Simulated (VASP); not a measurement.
Energy against volume of CsCl (CsCl type). Method: PBE GGA with D3 dispersion (Becke-Johnson damping), VASP's PBE PAW potentials (set 64) (plane waves; VASP). Numerical set-up: 520 eV cut-off, 7×7×7 Γ-centred mesh, Gaussian smearing of 0.050 eV, potentials Cs_sv Cl.

```json
[
 {"V (Å³/atom)": "34.193", "E (eV/atom)": "-3.46891"},
 {"V (Å³/atom)": "35.250", "E (eV/atom)": "-3.47121"},
 {"V (Å³/atom)": "36.308", "E (eV/atom)": "-3.47008"},
 {"V (Å³/atom)": "37.365", "E (eV/atom)": "-3.46609"}
]
```

Question: Fit these four points and predict the energy of the run at 33.135 Å³/atom.

Answer: A cubic in V^(−2/3), the third-order Birch-Murnaghan form, passes through the four points with V0 = 35.40 Å³/atom and B0 = 17 GPa, and gives -3.4625 eV/atom there. The run gave -3.4625 eV/atom, -0.0 meV/atom from the fit; all five points give B0 = 17 GPa.

The compound is CsCl in the CsCl type structure. It was relaxed first.
